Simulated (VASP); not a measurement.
Calculation: r2SCAN meta-GGA, VASP's PBE PAW potentials (set 64) (plane waves; VASP).

VASP ran on this input.

File POSCAR:
```
FeSi
1.0
  4.4029810855   0.0000000000   0.0000000000
  0.0000000000   4.4029810855   0.0000000000
  0.0000000000   0.0000000000   4.4029810855
Fe Si
4 4
Cart
  3.7996070688   2.8048645595   1.5981165260
  1.5981165260   3.7996070688   2.8048645595
  0.6033740167   0.6033740167   0.6033740167
  2.8048645595   1.5981165260   3.7996070688
  0.6987498608   1.5027406820   2.9002404035
  2.9002404035   0.6987498608   1.5027406820
  3.7042312247   3.7042312247   3.7042312247
  1.5027406820   2.9002404035   0.6987498608
```

**KPOINTS_OPT**
```
k-points along high-symmetry lines
8
Line-mode
Reciprocal
  0.000000   0.000000   0.000000 ! GAMMA
  0.000000   0.500000   0.000000 ! X

  0.000000   0.500000   0.000000 ! X
  0.500000   0.500000   0.000000 ! M

  0.500000   0.500000   0.000000 ! M
  0.000000   0.000000   0.000000 ! GAMMA

  0.000000   0.000000   0.000000 ! GAMMA
  0.500000   0.500000   0.500000 ! R

  0.500000   0.500000   0.500000 ! R
  0.000000   0.500000   0.000000 ! X

  0.500000   0.500000   0.500000 ! R
  0.500000   0.500000   0.000000 ! M

  0.500000   0.500000   0.000000 ! M
  0.500000   0.000000   0.000000 ! X_1
```

**KPOINTS**
```
Automatic mesh
0
Gamma
6 6 6
0 0 0
```

**INCAR**
```
# general
SYSTEM =FeSi
PREC   =Accurate
ENCUT  =400
LREAL  =.False.
LASPH  =.True.

# electronic loop
EDIFF  =1E-7
NELM   =100
ALGO   =Normal
LMAXMIX=4
LMIXTAU=.True.

# smearing
ISMEAR =-5

# functional
METAGGA=R2SCAN

# ions
ISIF   =2

# output
LWAVE  =.False.
LCHARG =.False.
LORBIT =11
NEDOS  =601

# other
LEFG   =.True.
```

POTCAR, in this order: Fe Si (PBE.64 set). Program: vasp_std.

Problem. Estimate the energy per atom (σ→0), band gap (over mesh and band path).

Solution. 
```
Item                                         Result
----------------------------------  ---------------
energy per atom (σ→0)               -11.846 eV/atom
band gap (over mesh and band path)          0.32 eV
```

OSZICAR:
```
...
DAV:  16    -0.947662913162E+02   -0.11947E-04   -0.18401E-05  1734   0.397E-02    0.712E-03
DAV:  17    -0.947662928769E+02   -0.15607E-05   -0.41514E-06  2134   0.231E-02    0.164E-03
DAV:  18    -0.947662930683E+02   -0.19142E-06   -0.25475E-07   986   0.618E-03    0.104E-03
DAV:  19    -0.947662930164E+02    0.51897E-07   -0.86902E-08   871   0.451E-03
   1 F= -.94766293E+02 E0= -.94766293E+02  d E =0.000000E+00
       N       E                     dE             ncg
       N       E                     dE             ncg
       N       E                     dE             ncg
```

The compound is FeSi in the B20 structure. It was relaxed first, which changed the volume by -6 %. The run is not spin-polarised, so no magnetic state was tried.
